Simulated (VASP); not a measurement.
**ScSi2: core levels with PBEsol+D3(BJ)**

The system is ScSi2.

```
CELL_PARAMETERS angstrom
3.70816 0.00000 0.00000
-1.85408 3.21136 0.00000
0.00000 0.00000 3.92093
ATOMIC_POSITIONS crystal
Sc 0.00000 0.00000 0.00000
Si 0.66667 0.33333 0.50000
Si 0.33333 0.66667 0.50000
```

The cell isn't the ideal one: volume scaled by 1.04.

- Program: VASP 6.6.1
- Task: core levels
- Functional: PBEsol
- Dispersion: D3(BJ)
- Potentials or basis: VASP PAW PBE potentials, release 54 (Sc_sv, Si)
- Cutoff: 520 eV
- k mesh: 8 × 8 × 7
- Occupations: fermi-dirac, width 0.05 eV
- Spin: no spin polarisation
- Further INCAR settings: ALGO = Normal; EDIFF = 1e-07

```yaml
Pressure: 10.3 GPa
Band_gap_on_the_k_mesh: none (metal or under the smearing width)
Dispersion_energy_per_atom: -0.434 eV
```

Stress tensor (GPa, compression positive):
```
 20.63   0.00   0.00
  0.00  20.63   0.00
  0.00   0.00 -10.35
```

Levels at points of the mesh, in eV from the Fermi level:
| k point | band 5 | band 6 | band 7 | band 8 | band 9 | band 10 | band 11 | band 12 | band 13 |
| --- | --- | --- | --- | --- | --- | --- | --- | --- | --- |
| (0.00, 0.00, 0.00) | -13.61 | -3.50 | -3.39 | -3.39 | -2.00 | 0.95 | 1.05 | 1.05 | 1.58 |
| (0.50, 0.00, 0.00) | -10.78 | -9.62 | -4.44 | -3.12 | -2.68 | 0.46 | 0.76 | 2.11 | 2.38 |

Core levels (eV, on the scale of the bands):
```csv
atom,levels
1 Sc,"1s -4383.1, 2s -460.3, 2p -374.3"
2 Si,"1s -1771.2, 2s -125.5, 2p -81.5"
3 Si,"1s -1771.2, 2s -125.5, 2p -81.5"
```

Wall time 16 s on 1 thread of Intel(R) Xeon(R) Platinum 8559C (Emerald Rapids), with other jobs on the host, peak memory 0.17 GiB.

Caveat: the PAW data sets were made with another functional, which shifts forces and pressure a little; pairwise dispersion overbinds metals, which lowers pressure and volume.
